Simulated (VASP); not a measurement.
GaN:

```
Ga N
1.0
     3.18000    0.00000    0.00000
    -1.59000    2.75396    0.00000
     0.00000    0.00000    5.16600
Ga N
2 2
Direct
  0.33333 0.66667 0.00000
  0.66667 0.33333 0.50000
  0.33333 0.66667 0.37500
  0.66667 0.33333 0.87500
```

| Property | Result |
| --- | --- |
| Program | VASP 6.6.1 |
| Task | relaxation of cell and atoms |
| Functional | PBE |
| Potentials or basis | VASP PAW PBE potentials, release 64 (Ga_d, N) |
| Cutoff | 520 eV |
| k mesh | 9 × 9 × 4 |
| Occupations | gaussian, width 0.02 eV |
| Spin | no spin polarisation |

At the start: pressure 7.5 GPa; volume 11.31 Å³/atom.

Problem. Where does the relaxation end?

Solution. Over 11 steps the energy falls by 10.4 meV/atom and the volume is 11.76 Å³/atom (+4.0 %); space group P6_3mc (No. 186, to 0.05 Å).

Step by step:
```tsv
step	energy change (eV)	largest force (eV/Å)	pressure (GPa)	volume (Å³)
1	0.0000	0.1344	7.47	45.24
2	-0.0085	0.0608	-5.73	48.78
3	-0.0415	0.0142	0.00	47.05
4	-0.0415	0.0117	-0.14	47.09
5	-0.0415	0.0050	0.11	47.02
6	-0.0415	0.0072	0.04	47.04
7	-0.0415	0.0055	0.10	47.03
8	-0.0415	0.0070	0.04	47.03
9	-0.0415	0.0012	0.04	47.05
10	-0.0416	0.0020	-0.03	47.05
11	-0.0416	0.0010	0.00	47.05
```

Final structure:
```
Ga N
1.0
     3.21861    0.00000    0.00000
    -1.60930    2.78740    0.00000
     0.00000    0.00000    5.24428
Ga N
2 2
Direct
  0.33333 0.66667 0.99915
  0.66667 0.33333 0.49915
  0.33333 0.66667 0.37585
  0.66667 0.33333 0.87585
```
